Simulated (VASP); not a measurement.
Output of a VASP run:

OUTCAR:
```
 ion  position               nearest neighbor table
   1  0.000  0.000  0.000-   2 2.33   3 2.33   2 2.33   3 2.33   3 2.33   3 2.33   2 2.33   2 2.33
                             3 2.33   3 2.33   2 2.33   2 2.33
   2  0.333  0.667  0.500-   3 1.71   3 1.71   3 1.71   1 2.33   1 2.33   1 2.33   1 2.33   1 2.33
                             1 2.33
   3  0.667  0.333  0.500-   2 1.71   2 1.71   2 1.71   1 2.33   1 2.33   1 2.33   1 2.33   1 2.33
                             1 2.33
  LATTYP: Found a hexagonal cell.
 ALAT       =     2.9657857805
 C/A-ratio  =     1.0702752654
 Subroutine PRICEL returns:
 Original cell was already a primitive cell.
 Subroutine GETGRP returns: Found 24 space group operations
The static configuration has the point symmetry D_6h.
The dynamic configuration has the point symmetry D_6h.
 Subroutine INISYM returns: Found 24 space group operations
 Subroutine IBZKPT returns following result:
 Found     95 irreducible k-points:

 Following reciprocal coordinates:
            Coordinates               Weight
  0.000000  0.000000  0.000000      1.000000
  0.083333  0.000000  0.000000      6.000000
  0.166667  0.000000  0.000000      6.000000
  0.250000  0.000000  0.000000      6.000000
  0.333333  0.000000  0.000000      6.000000
  0.416667  0.000000  0.000000      6.000000
  0.500000  0.000000  0.000000      3.000000
  0.083333  0.083333  0.000000      6.000000
  0.166667  0.083333  0.000000     12.000000
  0.250000  0.083333  0.000000     12.000000
  0.333333  0.083333  0.000000     12.000000
  0.416667  0.083333  0.000000     12.000000
  0.166667  0.166667  0.000000      6.000000
  0.250000  0.166667  0.000000     12.000000
  0.333333  0.166667  0.000000     12.000000
  0.416667  0.166667  0.000000      6.000000
  0.250000  0.250000  0.000000      6.000000
  0.333333  0.250000  0.000000     12.000000
  0.333333  0.333333  0.000000      2.000000
  0.000000  0.000000  0.111111      2.000000
  0.083333  0.000000  0.111111     12.000000
  0.166667  0.000000  0.111111     12.000000
  0.250000  0.000000  0.111111     12.000000
  0.333333  0.000000  0.111111     12.000000
  0.416667  0.000000  0.111111     12.000000
  0.500000  0.000000  0.111111      6.000000
  0.083333  0.083333  0.111111     12.000000
  0.166667  0.083333  0.111111     24.000000
  0.250000  0.083333  0.111111     24.000000
  0.333333  0.083333  0.111111     24.000000
  0.416667  0.083333  0.111111     24.000000
  0.166667  0.166667  0.111111     12.000000
  0.250000  0.166667  0.111111     24.000000
  0.333333  0.166667  0.111111     24.000000
  0.416667  0.166667  0.111111     12.000000
  0.250000  0.250000  0.111111     12.000000
  0.333333  0.250000  0.111111     24.000000
  0.333333  0.333333  0.111111      4.000000
  0.000000  0.000000  0.222222      2.000000
  0.083333  0.000000  0.222222     12.000000
   k-points           NKPTS =     95   k-points in BZ     NKDIM =     95   number of bands    NBANDS=     13
   number of dos      NEDOS =    301   number of ions     NIONS =      3
   total plane-waves  NPLWV =  13824
   dimension x,y,z NGX =    24 NGY =   24 NGZ =   24
   dimension x,y,z NGXF=    48 NGYF=   48 NGZF=   48
   ions per type =               1   2
   PREC   = accura    normal or accurate (medium, high low for compatibility)
   ISTART =      0    job   : 0-new  1-cont  2-samecut
   ICHARG =      2    charge: 1-file 2-atom 10-const
   ISPIN  =      1    spin polarized calculation?
   LNONCOLLINEAR =      F non collinear calculations
   LSORBIT =      F    spin-orbit coupling
   INIWAV =      1    electr: 0-lowe 1-rand  2-diag
   ENCUT  =  520.0 eV  38.22 Ry    6.18 a.u.   5.51  5.51  5.90*2*pi/ulx,y,z
   NELM   =    100;   NELMIN=  2; NELMDL= -5     # of ELM steps
   EDIFF  = 0.1E-06   stopping-criterion for ELM
   LREAL  =      F    real-space projection
   NLSPLINE    = F    spline interpolate recip. space projectors
   LMAXMIX     =    4 max onsite mixed and CHGCAR
...
```

File OSZICAR:
```
       N       E                     dE             d eps       ncg     rms          rms(c)
DAV:   1     0.134090277379E+03    0.13409E+03   -0.95114E+03  2470   0.160E+03
DAV:   2    -0.152879024864E+02   -0.14938E+03   -0.14485E+03  2525   0.394E+02
DAV:   3    -0.247768026629E+02   -0.94889E+01   -0.93869E+01  3554   0.950E+01
DAV:   4    -0.251060889594E+02   -0.32929E+00   -0.32825E+00  3193   0.164E+01
DAV:   5    -0.251159011987E+02   -0.98122E-02   -0.98119E-02  3605   0.240E+00    0.178E+01
DAV:   6    -0.197707867717E+02    0.53451E+01   -0.26372E+01  3251   0.608E+01    0.411E+00
DAV:   7    -0.198022427462E+02   -0.31456E-01   -0.17505E+00  2704   0.163E+01    0.371E+00
DAV:   8    -0.198126547318E+02   -0.10412E-01   -0.15283E-01  3558   0.359E+00    0.793E-01
DAV:   9    -0.198099722647E+02    0.26825E-02   -0.57428E-02  3224   0.336E+00    0.360E-01
DAV:  10    -0.198090049698E+02    0.96729E-03   -0.48880E-03  3186   0.998E-01    0.602E-02
DAV:  11    -0.198089974644E+02    0.75054E-05   -0.38779E-04  3451   0.259E-01    0.413E-02
DAV:  12    -0.198089890943E+02    0.83701E-05   -0.37767E-05  3029   0.825E-02    0.882E-03
DAV:  13    -0.198089898725E+02   -0.77814E-06   -0.76924E-06  3204   0.386E-02    0.396E-03
DAV:  14    -0.198089895289E+02    0.34355E-06   -0.59095E-07  2850   0.103E-02    0.840E-04
DAV:  15    -0.198089896679E+02   -0.13901E-06   -0.67942E-08  1436   0.292E-03    0.260E-04
DAV:  16    -0.198089896956E+02   -0.27662E-07   -0.16669E-08  1300   0.125E-03
   1 F= -.19808990E+02 E0= -.19808997E+02  d E =-.198090E+02
       N       E                     dE             d eps       ncg     rms          rms(c)
DAV:   1    -0.198135823768E+02   -0.45927E-02   -0.19155E-01  2665   0.716E+00    0.443E-01
DAV:   2    -0.198114444101E+02    0.21380E-02   -0.10404E-02  2500   0.110E+00    0.257E-01
DAV:   3    -0.198104574901E+02    0.98692E-03   -0.11529E-03  2838   0.468E-01    0.771E-02
DAV:   4    -0.198103587528E+02    0.98737E-04   -0.21769E-04  2875   0.187E-01    0.117E-02
DAV:   5    -0.198103554922E+02    0.32606E-05   -0.19645E-05  2630   0.548E-02    0.534E-03
DAV:   6    -0.198103552506E+02    0.24164E-06   -0.91145E-07  2781   0.124E-02    0.230E-03
DAV:   7    -0.198103552890E+02   -0.38430E-07   -0.52181E-08  1695   0.306E-03
   2 F= -.19810355E+02 E0= -.19810282E+02  d E =-.136559E-02
       N       E                     dE             d eps       ncg     rms          rms(c)
DAV:   1    -0.198104019301E+02   -0.46680E-04   -0.18172E-03  2665   0.698E-01    0.432E-02
DAV:   2    -0.198103821611E+02    0.19769E-04   -0.98133E-05  2508   0.106E-01    0.250E-02
DAV:   3    -0.198103726371E+02    0.95240E-05   -0.11037E-05  2848   0.454E-02    0.728E-03
DAV:   4    -0.198103716337E+02    0.10034E-05   -0.19810E-06  2915   0.177E-02    0.114E-03
DAV:   5    -0.198103715018E+02    0.13188E-06   -0.16261E-07  1825   0.514E-03    0.519E-04
DAV:   6    -0.198103714859E+02    0.15913E-07   -0.13729E-08  1295   0.174E-03
   3 F= -.19810371E+02 E0= -.19810307E+02  d E =-.138179E-02
```

**OUTCAR**
```
------------------------ aborting loop because EDIFF is reached ----------------------------------------
  FORCE on cell =-STRESS in cart. coord.  units (eV):
  Direction    XX          YY          ZZ          XY          YZ          ZX
  --------------------------------------------------------------------------------------
  Total        2.6317217      2.6317217      2.6319396      0.0000000     -0.0000000     -0.0000000
  in kB      174.3833769    174.3833808    174.3978154      0.0000000     -0.0000000     -0.0000000
  external PRESSURE =     174.3881910 kB  Pullay stress =       0.0000000 kB
  volume of cell :       24.18
      direct lattice vectors                 reciprocal lattice vectors
     1.486747994 -2.575123093  0.000000000     0.336304472 -0.194165476  0.000000000
     1.486747994  2.575123093 -0.000000000     0.336304472  0.194165476  0.000000000
     0.000000000  0.000000000  3.157767159    -0.000000000  0.000000000  0.316679460
 POSITION                                       TOTAL-FORCE (eV/Angst)
 -----------------------------------------------------------------------------------
      0.00000      0.00000      0.00000         0.000000      0.000000      0.000000
      1.48675      0.85838      1.57888         0.000000     -0.000000     -0.000000
      1.48675     -0.85838      1.57888        -0.000000      0.000000      0.000000
 -----------------------------------------------------------------------------------
    total drift:                                0.000000     -0.000000      0.000000
  FREE ENERGIE OF THE ION-ELECTRON SYSTEM (eV)
  ---------------------------------------------------
  free  energy   TOTEN  =       -19.8103714859 eV

  energy  without entropy=      -19.8101771996  energy(sigma->0) =      -19.81030672

 reached required accuracy - stopping structural energy minimisation
```
(Selected blocks of OUTCAR.)

POSCAR:
```
TiB2
1
    1.4828928790    -2.5684458346     0.0000000000
    1.4828928790     2.5684458346     0.0000000000
    0.0000000000     0.0000000000     3.1742071635
Ti B
1 2
Direct
  0.0000000000   0.0000000000   0.0000000000
  0.3333330000   0.6666670000   0.5000000000
  0.6666670000   0.3333330000   0.5000000000
```

Question: Write an INCAR and KPOINTS that could have produced this output.

Answer: Several could match; the one computed here: the input of the run itself, optB88-vdW, plane waves, VASP's PBE PAW potentials (set 64).

### KPOINTS
```
K-points
0
Gamma
  12 12 9
```

### INCAR
```
! general
SYSTEM   = TiB2
PREC     = Accurate
ENCUT    = 520
LREAL    = .False.
LASPH    = .True.   ! aspherical one-centre terms

! electronic loop
EDIFF    = 1E-7
NELM     = 100
ALGO     = Normal
LMAXMIX  = 4

! smearing
ISMEAR   = 1
SIGMA    = 0.1   ! width (eV)

! functional
GGA      = BO
LUSE_VDW = .True.
AGGAC    = 0.0
PARAM1   = 0.1833333333
PARAM2   = 0.22

! ions
IBRION   = 2   ! conjugate gradients
NSW      = 30   ! most ionic steps
ISIF     = 4   ! ions and shape, fixed volume
EDIFFG   = -0.01   ! ionic stop

! output
LWAVE    = .False.
LCHARG   = .False.
```

POTCAR, in this order: Ti_sv B (PBE.64 set). Program: vasp_std.

The compound is TiB2 in the AlB2 type structure. This cell is one point of a volume scan, at 0.94 of the reference volume. Symmetry was kept, so distortions that lower it aren't found.
